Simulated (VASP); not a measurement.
An input for Ansatz (written as the equivalent of a VASP run, and not itself run):

Ansatz 0.2 input:
```yaml
crystal:
  lattice:
    - [1.7943541, -3.1079123, 0.0000000]
    - [1.7943541, 3.1079123, 0.0000000]
    - [0.0000000, 0.0000000, 5.9665225]
  atoms:
    - { symbol: Hf, position: [0.0000000, 0.0000000, 1.0000000] }
    - { symbol: S, position: [0.3333330, 0.6666670, 0.2447732] }
    - { symbol: S, position: [0.6666670, 0.3333330, 0.7552268] }
kpoints:
  mp_grid: { grid: [8, 8, 4] }
hamiltonian:
  xc: pbesol
  pseudopotentials: { kind: paw }
scf:
  occupations: { method: gaussian, width: 0.05 }
  max_iter: 100
output: { forces: true, stress: true, eigenvalues: true }
```

Translate this input to VASP (INCAR, KPOINTS, POSCAR, choice of POTCAR).

Several could match; the one computed here: 
KPOINTS:
```
Automatic mesh
0
Gamma
8 8 4
0 0 0
```

File POSCAR:
```
HfS2
1
    1.7943541318    -3.1079123147    -0.0000000000
    1.7943541318     3.1079123147     0.0000000000
    0.0000000000     0.0000000000     5.9665224968
Hf S
1 2
Direct
  0.0000000000   0.0000000000   1.0000000000
  0.3333330000   0.6666670000   0.2447732326
  0.6666670000   0.3333330000   0.7552267674
```

### INCAR
```
ALGO = Normal
EDIFF = 1E-7
ENCUT = 480
GGA = PS
ISIF = 2
ISMEAR = 0
LASPH = .True.
LCHARG = .False.
LMAXMIX = 6
LREAL = .False.
LWAVE = .False.
NELM = 100
PREC = Accurate
SIGMA = 0.05
SYSTEM = HfS2
```

POTCAR, in this order: Hf_pv S (PBE.64 set). Program: vasp_std.

Limits of the translation: each code has its own PAW files, so the cut-off isn't converted (ENCUT is set for VASP's; basis.ecutwfc is left out, and Ansatz then takes the one that its files recommend); Ansatz stops its SCF on the density residual and VASP on the energy change (EDIFF).

The compound is HfS2 in the 1T layered structure. This cell was strained or had an atom moved on purpose.
